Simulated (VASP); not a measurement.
Given:

```xyz
2
Lattice="0.0000 2.4379 2.4379 2.4379 0.0000 2.4379 2.4379 2.4379 0.0000" Properties=species:S:1:pos:R:3 pbc="T T T"
Be     4.8758     2.4379     2.4379
S      1.2189     1.2189     1.2189
```

All values below come from optB88-vdW, VASP's PBE PAW potentials (set 64) (plane waves; VASP). Run with 520 eV cut-off, Gaussian smearing of 0.050 eV, potentials Be S.

Give the energies of bands 2 to 7 at the high-symmetry points, in eV from the valence-band maximum.

```tsv
band	Γ	X	U	L	W
2	0.00	-4.88	-4.42	-5.62	-4.13
3	0.00	-2.55	-3.96	-1.00	-3.73
4	0.00	-2.55	-2.11	-1.00	-3.22
5	5.78	3.27	4.49	5.52	6.55
6	5.78	5.04	7.58	6.67	8.17
7	5.78	12.73	10.57	6.67	8.49
```

The gap is indirect, 3.27 eV, from the valence maximum at Γ to the conduction minimum at X.

The compound is BeS in the zinc blende structure. It was relaxed first.
